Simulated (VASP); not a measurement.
Data:

```yaml
crystal:
  lattice:
    - [1.83000, -3.16965, 0.00000]
    - [1.83000, 3.16965, 0.00000]
    - [0.00000, 0.00000, 5.82000]
  atoms:
    - { symbol: Zr, position: [0.00000, 0.00000, 0.00000] }
    - { symbol: S, position: [0.33333, 0.66667, 0.25000] }
    - { symbol: S, position: [0.66667, 0.33333, 0.75000] }
```

Method: PBE GGA, VASP's PBE PAW potentials (set 64) (plane waves; VASP). Numerical set-up: EDIFF = 1E-3, 400 eV cut-off, 8×8×4 Γ-centred mesh, Gaussian smearing of 0.050 eV, potentials Zr_sv S.

### Question
Give the stress tensor in GPa (positive for a compressed cell).

### Answer

```
1.38  0.00  0.00
0.00  1.38  0.00
0.00  0.00  1.79
```
The pressure is its mean diagonal, 1.52 GPa.

The compound is ZrS2 in the 1T layered structure. The cell was not relaxed at this level. The run is one of a series of settings (EDIFF = 1E-3 against the base run), some of them coarse on purpose.
